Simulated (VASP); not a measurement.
Given:

```yaml
crystal:
  lattice:
    - [-1.61756, 1.61756, 3.94878]
    - [1.61756, -1.61756, 3.94878]
    - [1.61756, 1.61756, -3.94878]
  atoms:
    - { symbol: Si, position: [0.66422, 0.66422, 0.00000] }
    - { symbol: Si, position: [0.33578, 0.33578, 0.00000] }
    - { symbol: Mo, position: [0.00000, 0.00000, 0.00000] }
```

Level of theory: optB88-vdW, VASP's PBE PAW potentials (set 64) (plane waves; VASP). Settings: 520 eV cut-off, 15×15×15 Γ-centred mesh, tetrahedra with Blöchl corrections, potentials Si Mo_sv.

The cores are frozen, which limits the accuracy of field gradients.

Task: Give the principal components of the electric field gradient (V/Å²) and the asymmetry η at each nucleus.

Result: 
```csv
atom,Vxx,Vyy,Vzz,η
Si1,5.5,5.5,-11.0,0.00
Si2,5.5,5.5,-11.0,0.00
Mo3,29.8,29.8,-59.7,0.00
```

The compound is MoSi2 in the MoSi2 type structure. It was relaxed first.
